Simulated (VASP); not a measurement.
Consider the following.

```
CELL_PARAMETERS angstrom
      1.57694    -2.73134     0.00000
      1.57694     2.73134     0.00000
      0.00000     0.00000    12.10964
ATOMIC_POSITIONS crystal
  W  0.33333 0.66667 0.25000
  W  0.66667 0.33333 0.75000
  S  0.33333 0.66667 0.88004
  S  0.66667 0.33333 0.38004
  S  0.66667 0.33333 0.11996
  S  0.33333 0.66667 0.61996
```

Level of theory: PBE GGA with D3 dispersion (Becke-Johnson damping), VASP's PBE PAW potentials (set 64) (plane waves; VASP). Numerical set-up: 520 eV cut-off, Gaussian smearing of 0.050 eV, potentials W_sv S.

Unless said otherwise, spin-orbit coupling is left out, though it shifts the bands of the heavy elements here.

Question: Give the energies of bands 17 to 30 at the high-symmetry points, in eV from the valence-band maximum.

Answer: 
```json
[
 {"band": "17", "Γ": "-3.50", "M": "-5.62", "K": "-5.41", "A": "-3.50", "L": "-5.10", "H": "-5.25"},
 {"band": "18", "Γ": "-3.49", "M": "-4.80", "K": "-5.10", "A": "-3.50", "L": "-5.10", "H": "-5.25"},
 {"band": "19", "Γ": "-3.49", "M": "-4.15", "K": "-4.61", "A": "-2.95", "L": "-4.10", "H": "-4.90"},
 {"band": "20", "Γ": "-2.29", "M": "-4.04", "K": "-4.61", "A": "-2.95", "L": "-4.10", "H": "-4.90"},
 {"band": "21", "Γ": "-2.29", "M": "-3.07", "K": "-4.27", "A": "-2.25", "L": "-2.97", "H": "-3.79"},
 {"band": "22", "Γ": "-2.21", "M": "-2.81", "K": "-4.27", "A": "-2.25", "L": "-2.97", "H": "-3.79"},
 {"band": "23", "Γ": "-2.21", "M": "-2.05", "K": "-2.95", "A": "-2.25", "L": "-1.91", "H": "-3.19"},
 {"band": "24", "Γ": "-1.41", "M": "-1.79", "K": "-2.95", "A": "-2.25", "L": "-1.91", "H": "-3.19"},
 {"band": "25", "Γ": "-1.29", "M": "-1.78", "K": "-0.81", "A": "-0.30", "L": "-1.66", "H": "-0.70"},
 {"band": "26", "Γ": "0.00", "M": "-1.56", "K": "-0.56", "A": "-0.30", "L": "-1.66", "H": "-0.70"},
 {"band": "27", "Γ": "2.26", "M": "2.28", "K": "1.27", "A": "2.24", "L": "2.30", "H": "1.27"},
 {"band": "28", "Γ": "2.26", "M": "2.33", "K": "1.27", "A": "2.24", "L": "2.30", "H": "1.27"},
 {"band": "29", "Γ": "2.27", "M": "2.53", "K": "1.90", "A": "2.24", "L": "2.74", "H": "2.50"},
 {"band": "30", "Γ": "2.27", "M": "2.88", "K": "3.26", "A": "2.25", "L": "2.74", "H": "2.50"}
]
```

The gap is indirect, 0.90 eV, from the valence maximum at Γ to the conduction minimum at K-Γ at 0.44.

The compound is WS2 in the 2H layered structure. It was relaxed first.
